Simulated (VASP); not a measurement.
Set up this calculation in VASP 6.6.1, as the native input.

```
Task                   : work function
Functional             : PBE
Potentials or basis    : VASP PAW PBE potentials, release 64 (Ti_sv)
Cutoff                 : 520 eV
k mesh                 : 10 × 10 × 1
Occupations            : fermi-dirac, width 0.05 eV
Spin                   : no spin polarisation
Dipole correction      : yes
Further INCAR settings : ALGO = Normal; EDIFF = 1e-06; EFIELD = 0
```

The structure of Ti lies in POSCAR:

```
Ti
1.0
    2.9499978604      0.0000000000      0.0000000000
   -1.4749989302      2.5547730882      0.0000000000
    0.0000000000      0.0000000000     26.7150000000
Ti
6
Direct
    0.6666666667      0.3333333334      0.2807411567
    0.3333333333      0.6666666666      0.3684446940
    0.6666666667      0.3333333334      0.4561482313
    0.3333333333      0.6666666666      0.5438517687
    0.6666666667      0.3333333334      0.6315553060
    0.3333333333      0.6666666666      0.7192588433
```

One way to write it, as run:

INCAR

```
SYSTEM = Ti
PREC = Accurate ; ENCUT = 520
EDIFF = 1E-6 ; ISMEAR = -1
SIGMA = 0.05 ; LREAL = .FALSE.
LASPH = .TRUE. ; NELM = 80
ALGO = Normal ; ISIF = 2
LWAVE = .FALSE. ; LCHARG = .FALSE.
LDIPOL = .TRUE. ; IDIPOL = 3
DIPOL = 0.5 0.5 0.500 ; GGA = PE
EFIELD = 0 ; LVHAR = .TRUE.
LVACPOTAV = .TRUE.
```

KPOINTS

```
regular mesh
0
G
  10 10 1
  0 0 0
```

Potentials or basis: VASP PAW PBE potentials, release 64 (Ti_sv).

Launch:

```sh
$ cat potpaw_PBE.64/Ti_sv/POTCAR > POTCAR
$ mpirun -np 1 vasp_std > vasp.out
```

Results of the run:

| Quantity | Value |
| --- | --- |
| Largest force | 0.625 eV/Å |
| Band gap on the k mesh | none (metal or under the smearing width) |
| Work function of the upper face | 4.42 eV |
| Work function of the lower face | 4.42 eV |

It took 4 min on 1 thread of Intel(R) Xeon(R) Platinum 8375C CPU @ 2.90GHz (Ice Lake), on a shared host, peak memory 0.36 GiB.
